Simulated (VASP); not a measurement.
VASP input:

### INCAR
```
SYSTEM=Os
PREC=Accurate; ENCUT=500; LREAL=F
LASPH=T
EDIFF=1E-6; NELM=100; ALGO=Normal
LMAXMIX=6
ISMEAR=1; SIGMA=0.1
GGA=PE
IBRION=2; NSW=40; ISIF=3
EDIFFG=-0.02; PSTRESS=200
LWAVE=F; LCHARG=F
```

File KPOINTS:
```
Automatic mesh
0
Gamma
15 15 9
0 0 0
```

File POSCAR:
```
Os
1
    1.3649642217    -2.3641870109     0.0000000000
    1.3649642217     2.3641870109     0.0000000000
    0.0000000000     0.0000000000     4.3185939449
Os
2
Direct
  0.3333330000   0.6666670000   0.2500000000
  0.6666670000   0.3333330000   0.7500000000
```

POTCAR, in this order: Os (PBE.64 set). Program: vasp_std.

Q: Write an equivalent input for Ansatz.

A: One equivalent input (not run):
Ansatz 0.2 input:
```yaml
crystal:
  lattice:
    - [1.3649642, -2.3641870, 0.0000000]
    - [1.3649642, 2.3641870, 0.0000000]
    - [0.0000000, 0.0000000, 4.3185939]
  atoms:
    - { symbol: Os, position: [0.3333330, 0.6666670, 0.2500000] }
    - { symbol: Os, position: [0.6666670, 0.3333330, 0.7500000] }
kpoints:
  mp_grid: { grid: [15, 15, 9] }
hamiltonian:
  xc: pbe
  pseudopotentials: { kind: paw }
scf:
  occupations: { method: methfessel_paxton, width: 0.1 }
  max_iter: 100
relax:
  max_steps: 40
  f_tol: 0.02
  cell: { p_target: 20 }
output: { forces: true, stress: true, eigenvalues: true }
```
The two are equivalent in intent, not identical: each code has its own PAW files, so the cut-off isn't converted (ENCUT is set for VASP's; basis.ecutwfc is left out, and Ansatz then takes the one that its files recommend); Ansatz stops its SCF on the density residual and VASP on the energy change (EDIFF).

The compound is Os in the hcp structure. This run relaxes it under an external pressure of 20 GPa. Symmetry was kept, so distortions that lower it aren't found.
